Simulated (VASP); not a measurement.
Li (bcc) at five volumes. These are RPA correlation on PBE orbitals, VASP's PBE PAW potentials (set 64) (plane waves; VASP) values and carry that method's errors. Run with 500 eV cut-off, 8×8×8 Γ-centred mesh, Fermi-Dirac smearing of 0.10 eV, potentials Li_sv_GW.

The mesh is coarse, so the correlation energy is not converged in k-points.

| V (Å³/atom) | EXX (eV/atom) | RPA correlation (eV/atom) |
|---|---|---|
| 19.554 | -4.3130 | -2.7810 |
| 20.404 | -4.3283 | -2.7667 |
| 21.254 | -4.3404 | -2.7533 |
| 22.104 | -4.3488 | -2.7407 |
| 22.955 | -4.3546 | -2.7288 |

Task: Add the two parts and fit a third-order Birch-Murnaghan equation of state.

Result: The totals are -7.0940, -7.0950, -7.0937, -7.0895, -7.0834 eV/atom, with V0 = 20.32 Å³/atom and B0 = 12 GPa.

The compound is Li in the bcc structure.
